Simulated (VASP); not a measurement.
Input:

```
SrTiO3
1.0
    3.90500     0.00000     0.00000
    0.00000     3.90500     0.00000
    0.00000     0.00000     3.90500
Sr Ti O
1 1 3
Direct
  0.00000   0.00000   0.00000
  0.50000   0.50000   0.50000
  0.50000   0.00000   0.50000
  0.00000   0.50000   0.50000
  0.50000   0.50000   0.00000
```

These are LDA (Ceperley-Alder, Perdew-Zunger), VASP's LDA PAW potentials (set 64) (plane waves; VASP) values and carry that method's errors. Numerical set-up: 520 eV cut-off, 6×6×6 Γ-centred mesh, Gaussian smearing of 0.050 eV, potentials Sr_sv Ti_sv O.

Energy and stress use the plane-wave basis of the starting cell.

Question: The ions, cell shape and volume are relaxed. What does this cell relax into?

Answer: 
```
SrTiO3
1.0
    3.86166     0.00000     0.00000
    0.00000     3.86166     0.00000
    0.00000     0.00000     3.86166
Sr Ti O
1 1 3
Direct
  0.00000   0.00000   0.00000
  0.50000   0.50000   0.50000
  0.50000   0.00000   0.50000
  0.00000   0.50000   0.50000
  0.50000   0.50000   0.00000
```
Space group Pm-3m (221), at a tolerance of 0.03 Å.

Question: How do energy and volume change from the first to the last step?

Answer: The energy (σ→0) changes by -8.0 meV/atom and the volume by -3.3 %, in 3 ionic steps.

```
step  E(σ→0) (eV)  max force (eV/Å)  pressure (GPa)  volume (Å³)
----  -----------  ----------------  --------------  -----------
1        -44.1393             0.000           -6.36        59.55
2        -44.1328             0.000            7.67        55.56
3        -44.1794             0.000           -0.04        57.59
```

The compound is SrTiO3 in the cubic perovskite structure, the ideal cubic form; the compound distorts at low or room temperature. This run relaxes it. Symmetry was kept, so distortions that lower it aren't found.
